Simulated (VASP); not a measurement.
```yaml
crystal:
  lattice:
    - [2.90032, 0.00000, 0.00000]
    - [0.00000, 2.80675, 0.00000]
    - [0.00000, 0.00000, 2.90575]
  atoms:
    - { symbol: Ga, position: [0.50000, 0.50000, 0.50000] }
    - { symbol: Co, position: [0.01551, 0.00000, 0.00000] }
```

Computed with PBE GGA, VASP's PBE PAW potentials (set 64) (plane waves; VASP). Settings: LASPH = .FALSE., 400 eV cut-off, 11×12×11 Γ-centred mesh, first-order Methfessel-Paxton smearing of 0.10 eV, potentials Ga_d Co.

Problem. Which forces act on the atoms, in eV/Å?

Solution. 
```json
[
 {"atom": "Ga1", "Fx": "0.295", "Fy": "0.000", "Fz": "0.000"},
 {"atom": "Co2", "Fx": "-0.295", "Fy": "0.000", "Fz": "0.000"}
]
```

Problem. Give the stress tensor in GPa (positive for a compressed cell).

Solution. 
```
0.60  0.00  0.00
0.00  4.23  0.00
0.00  0.00  0.94
```
The pressure is its mean diagonal, 1.92 GPa.

The compound is CoGa in the CsCl type structure. The cell was not relaxed at this level, atoms are displaced from their ideal sites. The run is one of a series of settings (LASPH = .FALSE. against the base run), some of them coarse on purpose. The run is not spin-polarised, so no magnetic state was tried.
